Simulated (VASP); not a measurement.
Here is the system:

```
Cd3ZnS4
1.0
    5.80099     0.00000     0.00000
    0.00000     5.80099     0.00000
    0.00000     0.00000     5.80099
Zn S Cd
1 4 3
Direct
  0.00000   0.00000   0.00000
  0.23659   0.23659   0.23659
  0.76341   0.76341   0.23659
  0.76341   0.23659   0.76341
  0.23659   0.76341   0.76341
  0.50000   0.50000   0.00000
  0.50000   0.00000   0.50000
  0.00000   0.50000   0.50000
```

Level of theory: HSE06 screened hybrid, VASP's PBE PAW potentials (set 64) (plane waves; VASP 6.6.1). Numerical set-up: 400 eV cut-off, 4×4×4 Γ-centred mesh, Gaussian smearing of 0.050 eV, potentials Zn S Cd.

Q: What does the run give for the energy per atom (σ→0), pressure, largest force, band gap (over the mesh, the named points and PBE's band edges) with the smallest direct gap where there is one?

A: 
```yaml
band gap (over the mesh, the named points and PBE's band edges): 2.27 eV
smallest direct gap (over the mesh, the named points and PBE's band edges): 2.27 eV
energy per atom (σ→0): -3.902 eV/atom
pressure: -1.23 GPa
largest_force: 0.090 eV/Å
```

Only differences to runs with the same potentials and settings are physical.

The structure was generated: Cd3ZnS4 was put into an ordered model structure (P-43m), which need not be its known phase. It was relaxed first.
